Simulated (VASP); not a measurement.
# Zn6C (Im-3m) in VASP: notebook, part 2 of 2

VASP 6.6.1.

**4. Band structure, PBE**

Contents of POSCAR:

```
Zn6C
1.0
   -3.1573100000      3.1573100000      3.1573100000
    3.1573100000     -3.1573100000      3.1573100000
    3.1573100000      3.1573100000     -3.1573100000
Zn C
6 1
Direct
    0.0000000000      0.3204500000      0.3204500000
    0.0000000000      0.6795500000      0.6795500000
    0.3204500000      0.0000000000      0.3204500000
    0.6795500000      0.0000000000      0.6795500000
    0.3204500000      0.3204500000      0.0000000000
    0.6795500000      0.6795500000      0.0000000000
    0.0000000000      0.0000000000      0.0000000000
```

Contents of INCAR.step1:

```
SYSTEM = Zn6C
PREC     = Accurate       ! precision mode
ENCUT    = 900            ! plane-wave cutoff, eV
EDIFF    = 1E-7           ! SCF threshold, eV
ISMEAR   = -1             ! smearing method
SIGMA    = 0.05           ! smearing width, eV
LREAL    = .False.        ! projectors in reciprocal space
LASPH    = .True.         ! aspherical terms in the spheres
NELM     = 80             ! most SCF steps
ALGO     = Fast           ! electronic algorithm
ISIF     = 2              ! what is computed and relaxed
LWAVE    = .False.        ! write WAVECAR
LCHARG   = .True.         ! write CHGCAR
GGA      = PE             ! functional
```

Contents of KPOINTS.step1:

```
regular mesh
0
Gamma
  5 5 5
  0 0 0
```

Contents of INCAR.step2:

```
SYSTEM = Zn6C
PREC     = Accurate       ! precision mode
ENCUT    = 900            ! plane-wave cutoff, eV
EDIFF    = 1E-7           ! SCF threshold, eV
ISMEAR   = 0              ! smearing method
SIGMA    = 0.05           ! smearing width, eV
LREAL    = .False.        ! projectors in reciprocal space
LASPH    = .True.         ! aspherical terms in the spheres
NELM     = 80             ! most SCF steps
ALGO     = Fast           ! electronic algorithm
ISIF     = 2              ! what is computed and relaxed
LWAVE    = .False.        ! write WAVECAR
LCHARG   = .False.        ! write CHGCAR
GGA      = PE             ! functional
ICHARG   = 11             ! starting density
```

Contents of KPOINTS.step2:

```
path GHNGPH,PN
10
line-mode
reciprocal
 0.0000000000  0.0000000000  0.0000000000  G
 0.5000000000 -0.5000000000  0.5000000000  H

 0.5000000000 -0.5000000000  0.5000000000  H
 0.0000000000  0.0000000000  0.5000000000  N

 0.0000000000  0.0000000000  0.5000000000  N
 0.0000000000  0.0000000000  0.0000000000  G

 0.0000000000  0.0000000000  0.0000000000  G
 0.2500000000  0.2500000000  0.2500000000  P

 0.2500000000  0.2500000000  0.2500000000  P
 0.5000000000 -0.5000000000  0.5000000000  H

 0.2500000000  0.2500000000  0.2500000000  P
 0.0000000000  0.0000000000  0.5000000000  N
```

Potentials or basis: VASP PAW PBE potentials, release 64 (Zn, C_h).

Run with:

```bash
> cat potpaw_PBE.64/Zn/POTCAR potpaw_PBE.64/C_h/POTCAR > POTCAR
> cp INCAR.step1 INCAR
> cp KPOINTS.step1 KPOINTS
> mpirun -np 1 vasp_std > vasp.out
> cp INCAR.step2 INCAR
> cp KPOINTS.step2 KPOINTS
> mpirun -np 1 vasp_std > vasp.out
```

OUTCAR:

```text
SYSTEM = Zn6C
   PREC = Accurate
   ENCUT = 900
   EDIFF = 1E-7
   ISMEAR = 0
   LREAL = .False.
   LASPH = .True.
   NELM = 80
   ISIF = 2
   GGA = PE
   ICHARG = 11

 ion  position               nearest neighbor table
   1  0.000  0.320  0.320-   7 2.02   2 2.27   6 2.86   3 2.86   4 2.86   5 2.86
   2  0.000  0.680  0.680-   7 2.02   1 2.27   5 2.86   4 2.86   6 2.86   3 2.86
   3  0.320  0.000  0.320-   7 2.02   4 2.27   6 2.86   1 2.86   2 2.86   5 2.86
   4  0.680  0.000  0.680-   7 2.02   3 2.27   5 2.86   1 2.86   6 2.86   2 2.86
   5  0.320  0.320  0.000-   7 2.02   6 2.27   2 2.86   4 2.86   1 2.86   3 2.86
   6  0.680  0.680  0.000-   7 2.02   5 2.27   3 2.86   1 2.86   2 2.86   4 2.86
   7  0.000  0.000  0.000-   1 2.02   2 2.02   3 2.02   4 2.02   5 2.02   6 2.02

  LATTYP: Found a body centered cubic cell.
 ALAT       =     6.3146200000

  Lattice vectors:

 A1 = (  -3.1573100000,   3.1573100000,   3.1573100000)
 A2 = (   3.1573100000,  -3.1573100000,   3.1573100000)
 A3 = (   3.1573100000,   3.1573100000,  -3.1573100000)

Analysis of symmetry for initial positions (statically):
=====================================================================
 Subroutine PRICEL returns:
 Original cell was already a primitive cell.

 Routine SETGRP: Setting up the symmetry group for a
 body centered cubic supercell.

 Subroutine GETGRP returns: Found 48 space group operations
 (whereof 48 operations were pure point group operations)
 out of a pool of 48 trial point group operations.

The static configuration has the point symmetry O_h .

Analysis of symmetry for dynamics (positions and initial velocities):
=====================================================================
 Subroutine PRICEL returns:
 Original cell was already a primitive cell.

 Routine SETGRP: Setting up the symmetry group for a
 body centered cubic supercell.

 Subroutine GETGRP returns: Found 48 space group operations
 (whereof 48 operations were pure point group operations)
 out of a pool of 48 trial point group operations.

The dynamic configuration has the point symmetry O_h .

 Subroutine INISYM returns: Found 48 space group operations
 (whereof 48 operations are pure point group operations),
 and found     1 'primitive' translations

----------------------------------------------------------------------------------------

                                     Primitive cell

  volume of cell :     125.8959

  direct lattice vectors                    reciprocal lattice vectors
    -3.157310000  3.157310000  3.157310000     0.000000000  0.158362657  0.158362657
     3.157310000 -3.157310000  3.157310000     0.158362657  0.000000000  0.158362657
     3.157310000  3.157310000 -3.157310000     0.158362657  0.158362657  0.000000000

  length of vectors
     5.468621335  5.468621335  5.468621335     0.223958617  0.223958617  0.223958617

  position of ions in fractional coordinates (direct lattice)
     0.000000000  0.320450000  0.320450000
     0.000000000  0.679550000  0.679550000
     0.320450000  0.000000000  0.320450000
     0.679550000  0.000000000  0.679550000
     0.320450000  0.320450000  0.000000000
     0.679550000  0.679550000  0.000000000
[... 32 lines left out ...]
  0.111111 -0.111111  0.111111      0.016667
  0.166667 -0.166667  0.166667      0.016667
  0.222222 -0.222222  0.222222      0.016667
  0.277778 -0.277778  0.277778      0.016667
[... 16 lines left out ...]
  0.000000  0.000000  0.388889      0.016667
  0.000000  0.000000  0.333333      0.016667
 [... further k-points ...]
   k-points           NKPTS =     60   k-points in BZ     NKDIM =     60   number of bands    NBANDS=     45
   number of dos      NEDOS =    301   number of ions     NIONS =      7
   total plane-waves  NPLWV = 157464
   dimension x,y,z NGX =    54 NGY =   54 NGZ =   54
   dimension x,y,z NGXF=   108 NGYF=  108 NGZF=  108
   ions per type =               6   1
   NGX,Y,Z   is equivalent  to a cutoff of  16.42, 16.42, 16.42 a.u.
   NGXF,Y,Z  is equivalent  to a cutoff of  32.83, 32.83, 32.83 a.u.
 SYSTEM =  Zn6C
   PREC   = accura    normal or accurate (medium, high low for compatibility)
   ISTART =      0    job   : 0-new  1-cont  2-samecut
   ICHARG =     11    charge: 1-file 2-atom 10-const
   ISPIN  =      1    spin polarized calculation?
   LNONCOLLINEAR =      F non collinear calculations
   LSORBIT =      F    spin-orbit coupling
   LASPH  =      T    aspherical Exc in radial PAW
   ENCUT  =  900.0 eV  66.15 Ry    8.13 a.u.  13.38 13.38 13.38*2*pi/ulx,y,z
   NELM   =     80;   NELMIN=  2; NELMDL=  0     # of ELM steps
   EDIFF  = 0.1E-06   stopping-criterion for ELM
   LREAL  =      F    real-space projection
   EDIFFG = 0.1E-05   stopping-criterion for IOM
   NSW    =      0    number of steps for IOM
   IBRION =     -1    ionic relax: 0-MD 1-quasi-New 2-CG
   NFREE  =      0    steps in history (QN), initial steepest desc. (CG)
   ISIF   =      2    stress and relaxation
   ISYM   =      2    0-nonsym 1-usesym 2-fastsym
   POTIM  = 0.5000    time-step for ionic-motion
   TEBEG  =    0.0;   TEEND  =   0.0 temperature during run
   PSTRESS=    0.0 pullay stress
   NELECT =      76.0000    total number of electrons
   NUPDOWN=      -1.0000    fix difference up-down
   EMIN   =  10.00;   EMAX   =-10.00  energy-range for DOS
   EFERMI =   0.00;   METHOD = LEGACY
   ISMEAR =     0;   SIGMA  =   0.05  broadening in eV -4-tet -1-fermi 0-gaus
   EFERMI_NEDOS =   21; number of points for ismear=-14 and -15
   IALGO  =     68    algorithm
   IMIX   =      4    mixing-type and parameters
     AMIX     =   0.40;   BMIX     =  1.00
     AMIX_MAG =   1.60;   BMIX_MAG =  1.00
  volume/ion in A,a.u.               =      17.99       121.37
  Fermi-wavevector in a.u.,A,eV,Ry     =   1.383594  2.614614 26.046089  1.914334
  Thomas-Fermi vector in A             =   2.508178
   LORBIT       =      0    0 simple, 1 ext, 2 COOP (PROOUT), +10 PAW based schemes
   GGA     = PE    functional components
   LHFCALC =     F    Hartree Fock is set to
   AEXX    =    0.0000 exact exchange contribution
   IVDW    =     0    specifies the selected vdW correction
   LEPSILON=     F    determine dielectric tensor
   LRPA    =     F    only Hartree local field effects (RPA)
 non-spin polarized calculation
 RMM-DIIS sequential band-by-band and
 Gauss-broadening in eV      SIGMA  =   0.05
  energy-cutoff  :      900.00
  volume of cell :      125.90
 maximum number of plane-waves:      7803
 NGX is ok and might be reduce to    54

 number of electron      76.0000002 magnetization

 Free energy of the ion-electron system (eV)
  ---------------------------------------------------
  ext. energy  EPLUGINS =         0.00000000
  ---------------------------------------------------
  free energy    TOTEN  =       -11.78647314 eV

  energy without entropy =      -11.78465370  energy(sigma->0) =      -11.78556342

 E-fermi :   2.5198     XC(G=0): -10.1674

 val. band max:        2.4421790235   @ k =   0.3889  -0.3889   0.5000
 cond. band min:       2.5312371252   @ k =   0.1389   0.1389   0.3611
 fundamental gap:      0.0890581017
 Fermi energy:         2.5198196705

 k-point     1 :       0.0000    0.0000    0.0000
  band No.  band energies     occupation
      1     -11.4417      2.00000
      2      -6.4646      2.00000
      3      -6.4646      2.00000
      4      -6.4646      2.00000
      5      -6.0822      2.00000
      6      -6.0822      2.00000
[... 1141 lines left out ...]
     44       6.2490      0.00000
     45       6.3716      0.00000

 [... further k-points ...]

------------------------ aborting loop because EDIFF is reached ----------------------------------------

  FORCE on cell =-STRESS in cart. coord.  units (eV):
  Direction    XX          YY          ZZ          XY          YZ          ZX
  --------------------------------------------------------------------------------------
  -------------------------------------------------------------------------------------
  Total        6.0549679      6.0549679      6.0549679      0.0000000      0.0000000      0.0000000
  in kB       77.0567634     77.0567634     77.0567634      0.0000000      0.0000000      0.0000000
  external PRESSURE =      77.0567634 kB  Pullay stress =       0.0000000 kB

 VOLUME and BASIS-vectors are now :
 -----------------------------------------------------------------------------
  energy-cutoff  :      900.00
  volume of cell :      125.90
      direct lattice vectors                 reciprocal lattice vectors
    -3.157310000  3.157310000  3.157310000     0.000000000  0.158362657  0.158362657
     3.157310000 -3.157310000  3.157310000     0.158362657  0.000000000  0.158362657
     3.157310000  3.157310000 -3.157310000     0.158362657  0.158362657  0.000000000

 POSITION                                       TOTAL-FORCE (eV/Angst)
 -----------------------------------------------------------------------------------
      2.02352      0.00000      0.00000        -0.010627     -0.000000      0.000000
      4.29110      0.00000      0.00000         0.010627     -0.000000      0.000000
      0.00000      2.02352      0.00000        -0.000000     -0.010627      0.000000
      0.00000      4.29110      0.00000        -0.000000      0.010627      0.000000
      0.00000      0.00000      2.02352         0.000000     -0.000000     -0.010627
      0.00000      0.00000      4.29110         0.000000     -0.000000      0.010627
      0.00000      0.00000      0.00000        -0.000000     -0.000000      0.000000
 -----------------------------------------------------------------------------------
    total drift:                                0.000000     -0.000000      0.000000

  FREE ENERGIE OF THE ION-ELECTRON SYSTEM (eV)
  ---------------------------------------------------
  free  energy   TOTEN  =       -11.7864731443 eV

  energy  without entropy=      -11.7846536960  energy(sigma->0) =      -11.78556342
```

Wall time 8.5 min (1 thread of Intel Xeon 6975P-C (Granite Rapids), shared host); peak memory 0.75 GiB.

What came out:

```
Band gap along the path : none (metal or under the smearing width)
```

Levels at the corners of the path, in eV from the Fermi level:
| point | band 35 | band 36 | band 37 | band 38 | band 39 | band 40 |
| --- | --- | --- | --- | --- | --- | --- |
| Γ | -4.51 | -2.03 | -2.03 | 0.50 | 0.50 | 0.50 |
| H | -4.64 | -4.64 | -1.62 | 0.56 | 0.56 | 0.56 |
| H | -4.64 | -4.64 | -1.62 | 0.56 | 0.56 | 0.56 |
| N | -4.46 | -2.41 | -1.83 | -1.56 | 0.48 | 1.76 |
| N | -4.46 | -2.41 | -1.83 | -1.56 | 0.48 | 1.76 |
| Γ | -4.51 | -2.03 | -2.03 | 0.50 | 0.50 | 0.50 |
| Γ | -4.51 | -2.03 | -2.03 | 0.50 | 0.50 | 0.50 |
| P | -2.53 | -2.53 | -2.53 | -0.03 | 1.71 | 1.71 |
| P | -2.53 | -2.53 | -2.53 | -0.03 | 1.71 | 1.71 |
| H | -4.64 | -4.64 | -1.62 | 0.56 | 0.56 | 0.56 |
| P | -2.53 | -2.53 | -2.53 | -0.03 | 1.71 | 1.71 |
| N | -4.46 | -2.41 | -1.83 | -1.56 | 0.48 | 1.76 |

Caveat: the cutoff is under 1.25 times the usual one of these potentials, so pressure, stress and relaxed cells hold a basis-set (Pulay) error; the log is that of the step along the path at fixed density, whose energy, stress, charges and moments have no meaning.
